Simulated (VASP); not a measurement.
Given:

```
MnF2
1.0
    4.87599     0.00000     0.00000
    0.00000     4.87599     0.00000
    0.00000     0.00000     3.28194
Mn F
2 4
Direct
  0.00000   0.00000   0.00000
  0.50000   0.50000   0.50000
  0.30348   0.30348   0.00000
  0.80348   0.19652   0.50000
  0.19652   0.80348   0.50000
  0.69652   0.69652   0.00000
```
Starting moments (μB, in the order of the record's atoms Mn Mn F F F F): 4.5 -4.5 0.0 0.0 0.0 0.0.

Computed with AM05 GGA, VASP's PBE PAW potentials (set 64) (plane waves; VASP 6.6.1). Numerical set-up: 520 eV cut-off, Gaussian smearing of 0.050 eV, potentials Mn_pv F.

### Question
Give the spin-up energies of bands 18 to 31 at the high-symmetry points, in eV from the valence-band maximum.

### Answer

```json
[
 {"band": "18", "Γ": "-5.44", "Y": "-4.93", "C0": "-4.93", "Z": "-5.33", "A0": "-5.30", "T": "-5.30", "S": "-5.20", "R": "-5.44"},
 {"band": "19", "Γ": "-4.56", "Y": "-4.79", "C0": "-4.79", "Z": "-4.91", "A0": "-4.44", "T": "-4.44", "S": "-5.03", "R": "-4.78"},
 {"band": "20", "Γ": "-4.19", "Y": "-4.68", "C0": "-4.68", "Z": "-4.81", "A0": "-4.39", "T": "-4.39", "S": "-5.00", "R": "-4.71"},
 {"band": "21", "Γ": "-4.17", "Y": "-4.66", "C0": "-4.66", "Z": "-4.68", "A0": "-4.30", "T": "-4.30", "S": "-4.22", "R": "-4.39"},
 {"band": "22", "Γ": "-3.86", "Y": "-4.53", "C0": "-4.53", "Z": "-4.57", "A0": "-4.28", "T": "-4.28", "S": "-4.20", "R": "-4.36"},
 {"band": "23", "Γ": "-1.72", "Y": "-1.72", "C0": "-1.72", "Z": "-1.48", "A0": "-1.55", "T": "-1.55", "S": "-1.67", "R": "-1.55"},
 {"band": "24", "Γ": "-1.47", "Y": "-1.46", "C0": "-1.46", "Z": "-1.45", "A0": "-1.46", "T": "-1.46", "S": "-1.42", "R": "-1.46"},
 {"band": "25", "Γ": "-1.29", "Y": "-1.20", "C0": "-1.20", "Z": "-1.18", "A0": "-1.29", "T": "-1.29", "S": "-1.26", "R": "-1.30"},
 {"band": "26", "Γ": "-0.39", "Y": "-0.55", "C0": "-0.55", "Z": "-0.50", "A0": "-0.53", "T": "-0.53", "S": "-0.08", "R": "-0.61"},
 {"band": "27", "Γ": "-0.07", "Y": "-0.07", "C0": "-0.07", "Z": "-0.25", "A0": "-0.08", "T": "-0.08", "S": "0.00", "R": "-0.06"},
 {"band": "28", "Γ": "2.26", "Y": "2.57", "C0": "2.57", "Z": "2.76", "A0": "2.73", "T": "2.73", "S": "2.49", "R": "2.73"},
 {"band": "29", "Γ": "2.48", "Y": "2.98", "C0": "2.98", "Z": "2.79", "A0": "2.76", "T": "2.76", "S": "2.92", "R": "2.78"},
 {"band": "30", "Γ": "2.99", "Y": "2.98", "C0": "2.98", "Z": "2.92", "A0": "2.99", "T": "2.99", "S": "2.96", "R": "2.98"},
 {"band": "31", "Γ": "3.01", "Y": "3.23", "C0": "3.23", "Z": "3.64", "A0": "3.57", "T": "3.57", "S": "3.79", "R": "3.64"}
]
```

### Question
Give the spin-down energies of bands 18 to 31 at the high-symmetry points, in eV from the valence-band maximum.

### Answer

```json
[
 {"band": "18", "Γ": "-5.44", "Y": "-4.93", "C0": "-4.93", "Z": "-5.33", "A0": "-5.30", "T": "-5.30", "S": "-5.20", "R": "-5.44"},
 {"band": "19", "Γ": "-4.56", "Y": "-4.79", "C0": "-4.79", "Z": "-4.91", "A0": "-4.44", "T": "-4.44", "S": "-5.03", "R": "-4.78"},
 {"band": "20", "Γ": "-4.19", "Y": "-4.68", "C0": "-4.68", "Z": "-4.81", "A0": "-4.39", "T": "-4.39", "S": "-5.00", "R": "-4.71"},
 {"band": "21", "Γ": "-4.17", "Y": "-4.66", "C0": "-4.66", "Z": "-4.68", "A0": "-4.30", "T": "-4.30", "S": "-4.22", "R": "-4.39"},
 {"band": "22", "Γ": "-3.86", "Y": "-4.53", "C0": "-4.53", "Z": "-4.57", "A0": "-4.28", "T": "-4.28", "S": "-4.20", "R": "-4.36"},
 {"band": "23", "Γ": "-1.72", "Y": "-1.72", "C0": "-1.72", "Z": "-1.48", "A0": "-1.55", "T": "-1.55", "S": "-1.67", "R": "-1.55"},
 {"band": "24", "Γ": "-1.47", "Y": "-1.46", "C0": "-1.46", "Z": "-1.45", "A0": "-1.46", "T": "-1.46", "S": "-1.42", "R": "-1.46"},
 {"band": "25", "Γ": "-1.29", "Y": "-1.20", "C0": "-1.20", "Z": "-1.18", "A0": "-1.29", "T": "-1.29", "S": "-1.26", "R": "-1.30"},
 {"band": "26", "Γ": "-0.39", "Y": "-0.55", "C0": "-0.55", "Z": "-0.50", "A0": "-0.53", "T": "-0.53", "S": "-0.08", "R": "-0.61"},
 {"band": "27", "Γ": "-0.07", "Y": "-0.07", "C0": "-0.07", "Z": "-0.25", "A0": "-0.08", "T": "-0.08", "S": "0.00", "R": "-0.06"},
 {"band": "28", "Γ": "2.26", "Y": "2.57", "C0": "2.57", "Z": "2.76", "A0": "2.73", "T": "2.73", "S": "2.49", "R": "2.73"},
 {"band": "29", "Γ": "2.48", "Y": "2.98", "C0": "2.98", "Z": "2.79", "A0": "2.76", "T": "2.76", "S": "2.92", "R": "2.78"},
 {"band": "30", "Γ": "2.99", "Y": "2.98", "C0": "2.98", "Z": "2.92", "A0": "2.99", "T": "2.99", "S": "2.96", "R": "2.98"},
 {"band": "31", "Γ": "3.01", "Y": "3.23", "C0": "3.23", "Z": "3.64", "A0": "3.57", "T": "3.57", "S": "3.79", "R": "3.64"}
]
```

The gap is indirect, 2.26 eV, from the valence maximum at S to the conduction minimum at Γ.

The compound is MnF2 in the rutile structure. It was relaxed first.
